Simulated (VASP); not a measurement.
Here is the system:

```
CELL_PARAMETERS angstrom
      0.00000     2.20830     2.20830
      2.20830     0.00000     2.20830
      2.20830     2.20830     0.00000
ATOMIC_POSITIONS crystal
  Ti 0.00000 0.00000 0.00000
  C  0.50000 0.50000 0.50000
```

Calculation: PBE GGA, VASP's PBE PAW potentials (set 64) (plane waves; VASP). Settings: 520 eV cut-off, 13×13×13 Γ-centred mesh, first-order Methfessel-Paxton smearing of 0.50 eV, potentials Ti_sv C.

Problem. What does the run give for the energy per atom (σ→0), pressure, band gap (on the k-mesh) with the smallest direct gap where there is one?

Solution. 
```yaml
band gap (on the k-mesh): none (metal, semimetal or under 0.01 eV)
energy per atom (σ→0): -9.331 eV/atom
pressure: -12.63 GPa
```

Total energies compare only between runs with the same potentials, cut-off and functional.

The compound is TiC in the rock salt structure. The cell was not relaxed at this level. The run is one of a series of settings (SIGMA = 0.5 against the base run), some of them coarse on purpose.
